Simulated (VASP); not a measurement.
Method: HSEsol screened hybrid, VASP's PBE PAW potentials (set 64) (plane waves; VASP).

A VASP calculation is set up with these files.

INCAR:
```
# general
SYSTEM   = GaSb
PREC     = Accurate
ENCUT    = 520
LREAL    = .FALSE.   # projection in real space or not
LASPH    = .TRUE.
ISYM     = 3

# electronic loop
EDIFF    = 1E-6   # SCF stop (eV)
NELM     = 60
ALGO     = Normal
LMAXMIX  = 4   # l cut-off of mixed one-centre charges

# smearing
ISMEAR   = 0
SIGMA    = 0.05

# functional
GGA      = PS   # PBEsol
LHFCALC  = .TRUE.
AEXX     = 0.25
HFSCREEN = 0.2   # 1/Angstrom
PRECFOCK = Fast

# ions
ISIF     = 2

# output
LWAVE    = .FALSE.
LCHARG   = .FALSE.
```

POSCAR:
```
GaSb
1
    0.0000000000     3.0782671365     3.0782671365
    3.0782671365     0.0000000000     3.0782671365
    3.0782671365     3.0782671365     0.0000000000
Ga Sb
1 1
Direct
  0.0000000000   0.0000000000   0.0000000000
  0.2500000000   0.2500000000   0.2500000000
```

KPOINTS:
```
Automatic mesh
0
Gamma
6 6 6
0 0 0
```

POTCAR, in this order: Ga_d Sb (PBE.64 set). Program: vasp_std. Read from the step before: WAVECAR.

The run wrote:

File OSZICAR:
```
       N       E                     dE             d eps       ncg     rms          rms(c)
DAV:   1    -0.946259524295E+01   -0.94626E+01   -0.21502E+00   584   0.161E+01    0.177E+01
DAV:   2    -0.946977930847E+01   -0.71841E-02   -0.58020E-02   595   0.320E+00    0.115E+01
DAV:   3    -0.946736189990E+01    0.24174E-02   -0.44940E-03   535   0.106E+00    0.699E+00
DAV:   4    -0.946653954216E+01    0.82236E-03   -0.56751E-04   464   0.299E-01    0.415E+00
DAV:   5    -0.946629267375E+01    0.24687E-03   -0.18326E-04   436   0.114E-01    0.245E+00
DAV:   6    -0.946621988211E+01    0.72792E-04   -0.42979E-05   504   0.557E-02    0.144E+00
DAV:   7    -0.946619614430E+01    0.23738E-04   -0.10006E-05   473   0.285E-02    0.849E-01
DAV:   8    -0.946618868558E+01    0.74587E-05   -0.31861E-06   479   0.144E-02    0.499E-01
DAV:   9    -0.946618675170E+01    0.19339E-05   -0.11405E-06   396   0.750E-03    0.293E-01
DAV:  10    -0.946618656584E+01    0.18586E-06   -0.42567E-07   246   0.460E-03
   1 F= -.94661866E+01 E0= -.94661866E+01  d E =-.110472E-16
```

**OUTCAR**
```
------------------------ aborting loop because EDIFF is reached ----------------------------------------
  FORCE on cell =-STRESS in cart. coord.  units (eV):
  Direction    XX          YY          ZZ          XY          YZ          ZX
  --------------------------------------------------------------------------------------
  Total       -0.9364865     -0.9364865     -0.9364865      0.0000000      0.0000000      0.0000000
  in kB      -25.7195400    -25.7195400    -25.7195400      0.0000000      0.0000000      0.0000000
  external PRESSURE =     -25.7195400 kB  Pullay stress =       0.0000000 kB
  volume of cell :       58.34
      direct lattice vectors                 reciprocal lattice vectors
     0.000000000  3.078267137  3.078267137    -0.162429048  0.162429048  0.162429048
     3.078267137  0.000000000  3.078267137     0.162429048 -0.162429048  0.162429048
     3.078267137  3.078267137  0.000000000     0.162429048  0.162429048 -0.162429048
  FREE ENERGIE OF THE ION-ELECTRON SYSTEM (eV)
  ---------------------------------------------------
  free  energy   TOTEN  =        -9.4661865658 eV

  energy  without entropy=       -9.4661865658  energy(sigma->0) =       -9.46618657

  exchange ACFDT corr.  =         0.00000000  see jH, gK, PRB 81, 115126
```
(Selected blocks of OUTCAR.)

File OUTCAR:
```
 val. band max:        4.1869790635   @ k =   0.0000   0.0000   0.0000

 cond. band min:       4.8079460736   @ k =   0.0000   0.0000   0.0000


 Fermi energy:         4.4662609486

 k-point     1 :       0.0000    0.0000    0.0000
  band No.  band energies     occupation
      1     -13.4285      2.00000
      2     -13.4285      2.00000
      3     -13.4285      2.00000
      4     -13.3795      2.00000
      5     -13.3795      2.00000
      6      -8.2780      2.00000
      7       4.1870      2.00000
      8       4.1870      2.00000
      9       4.1870      2.00000
     10       4.8079      0.00000
     11       7.6597      0.00000
     12       7.6597      0.00000
     13       7.6597      0.00000

 k-point     2 :       0.1667    0.0000    0.0000
  band No.  band energies     occupation
      1     -13.4327      2.00000
      2     -13.4259      2.00000
      3     -13.4259      2.00000
      4     -13.3798      2.00000
      5     -13.3798      2.00000
      6      -7.9746      2.00000
      7       1.4027      2.00000
      8       3.7775      2.00000
      9       3.7775      2.00000
     10       5.7835      0.00000
     11       8.2203      0.00000
     12       8.2203      0.00000
     13       8.8083      0.00000

 k-point     3 :       0.3333    0.0000    0.0000
  band No.  band energies     occupation
      1     -13.4412      2.00000
      2     -13.4211      2.00000
      3     -13.4211      2.00000
      4     -13.3798      2.00000
      5     -13.3798      2.00000
      6      -7.1631      2.00000
      7      -1.3473      2.00000
      8       3.1993      2.00000
      9       3.1993      2.00000
     10       5.3452      0.00000
     11       8.6811      0.00000
     12       8.6811      0.00000
     13      11.4300      0.00000

 k-point     4 :       0.5000    0.0000    0.0000
  band No.  band energies     occupation
      1     -13.4454      2.00000
      2     -13.4190      2.00000
      3     -13.4190      2.00000
...
```

Unless said otherwise, spin-orbit coupling is left out, though it shifts the bands of the heavy elements here.

The compound is GaSb in the zinc blende structure. This cell is one point of a volume scan, at 0.97 of the reference volume. The cell's shape comes from a PBE relaxation.
